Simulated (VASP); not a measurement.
InCo2N2 under changes of volume

One of the cells (12.742 Å³/atom); the others are scaled copies at fixed shape and fractional positions:

```xyz
5
Lattice="2.7077 -1.5699 0.0000 2.7077 1.5699 0.0000 -1.9392 0.0000 7.4940" Properties=species:S:1:pos:R:3 pbc="T T T"
In    1.7381    0.0000    3.7470
Co    1.6677    0.0000    6.6839
Co    1.8084    0.0000    0.8101
N     3.6126    0.0000    1.1616
N    -0.1365    0.0000    6.3324
```

The cell comes from a database or a generator and needn't be the stable form of this composition.

| Quantity | Value |
| --- | --- |
| Program | VASP 6.6.1 |
| Functional | PBE |
| Potentials or basis | VASP PAW PBE potentials, release 64 (In_d, Co, N) |
| Cutoff | 520 eV |
| k mesh | 10 × 10 × 4 |
| Occupations | fermi-dirac, width 0.05 eV |
| Spin | collinear spin, ferromagnetic start |
| Starting moments | [0.0, 2.0, 2.0, 0.0, 0.0] μB |

```csv
volume (Å³/atom),energy over the lowest point (meV/atom),pressure (GPa),moment (μB per cell),largest force (eV/Å)
12.222,22.86,11.1,0.39,0.607
12.482,8.22,6.9,0.41,0.360
12.742,0.00,3.1,0.42,0.148
13.263,?,?,?,?
13.523,7.34,-5.8,0.44,0.450
```

Q: What does the run at 13.263 Å³/atom give?

A: Energy over the lowest point 0.14 meV/atom; pressure -3.1 GPa; moment 0.43 μB per cell; largest force 0.274 eV/Å.

Worked out: A Birch-Murnaghan fit of order 2 (a polynomial in V^(-2/3)) to the other rows has its minimum at 13.00 Å³/atom with B0 = V·E''(V) = 159 GPa at fixed shape and positions, which overstates the stiffness. It gives 0.04 meV/atom at 13.263 Å³/atom, against the run's 0.14, and -dE/dV = -3.1 GPa, against -3.1. A straight line through the other rows of the moment, of slope 0.0357 μB per Å³/atom, gives 0.43 μB, against the run's 0.43.

Energies are extrapolated to zero smearing.
